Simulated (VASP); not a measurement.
Consider the following.

```
PbF2
1.0
    0.00000     2.97000     2.97000
    2.97000     0.00000     2.97000
    2.97000     2.97000     0.00000
Pb F
1 2
Direct
  0.00000   0.00000   0.00000
  0.25000   0.25000   0.25000
  0.75000   0.75000   0.75000
```

Computed with PBE GGA, VASP's PBE PAW potentials (set 64) (plane waves; VASP). Run with 520 eV cut-off, 6×6×6 Γ-centred mesh, first-order Methfessel-Paxton smearing of 0.20 eV, potentials Pb_d F.

**Question.** Give the stress tensor in GPa (positive for a compressed cell).

**Answer.** 
```
1.96  0.00  0.00
0.00  1.96  0.00
0.00  0.00  1.96
```
The pressure is its mean diagonal, 1.96 GPa.

The compound is PbF2 in the fluorite structure, the β form. The cell was not relaxed at this level. The run is one of a series of settings (ISMEAR = 1, SIGMA = 0.2 against the base run), some of them coarse on purpose.
